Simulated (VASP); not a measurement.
Input:

```yaml
crystal:
  lattice:
    - [0.00000, 3.14894, 3.14894]
    - [3.14894, 0.00000, 3.14894]
    - [3.14894, 3.14894, 0.00000]
  atoms:
    - { symbol: Ga, position: [0.00000, 0.00000, 0.00000] }
    - { symbol: Sb, position: [0.25000, 0.25000, 0.25000] }
```

Method: rev-vdW-DF2, VASP's PBE PAW potentials (set 64) (plane waves; VASP 6.6.1). Settings: 520 eV cut-off, 10×10×10 Γ-centred mesh, first-order Methfessel-Paxton smearing of 0.10 eV, potentials Ga_d Sb.

Question: Give the stress tensor in GPa (positive for a compressed cell).

Answer: 
```
-2.41   0.00   0.00
 0.00  -2.41   0.00
 0.00   0.00  -2.41
```
The pressure is its mean diagonal, -2.41 GPa.

The compound is GaSb in the zinc blende structure. This cell is one point of a volume scan, at 1.06 of the reference volume.
